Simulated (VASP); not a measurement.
Here is the system:

```
CELL_PARAMETERS angstrom
      3.68516     0.00000     0.00000
     -1.84258     3.19144     0.00000
      0.00000     0.00000     6.32455
ATOMIC_POSITIONS crystal
  Pt 0.33333 0.66667 0.00447
  Pt 0.66667 0.33333 0.50447
  P  0.33333 0.66667 0.37053
  P  0.66667 0.33333 0.87053
```

These are PBEsol GGA, VASP's PBE PAW potentials (set 64) (plane waves; VASP) values and carry that method's errors. Numerical set-up: 400 eV cut-off, 11×11×6 Γ-centred mesh, tetrahedra with Blöchl corrections, potentials Pt P.

For a metal the tetrahedron method with Blöchl corrections gives inexact stress and forces. Unless said otherwise, spin-orbit coupling is left out, though it shifts the bands of the heavy elements here.

### Question
Predict the energy per atom (σ→0), largest force, band gap (on the k-mesh) with the smallest direct gap where there is one.

### Answer

```yaml
band gap (on the k-mesh): none (metal, semimetal or under 0.01 eV)
energy per atom (σ→0): -6.673 eV/atom
largest_force: 0.071 eV/Å
```

Total energies compare only between runs with the same potentials, cut-off and functional.

The structure was generated: PtP was put into the wurtzite type (P6_3mc), which need not be its known phase. It was relaxed first, which changed the volume by -16 %.
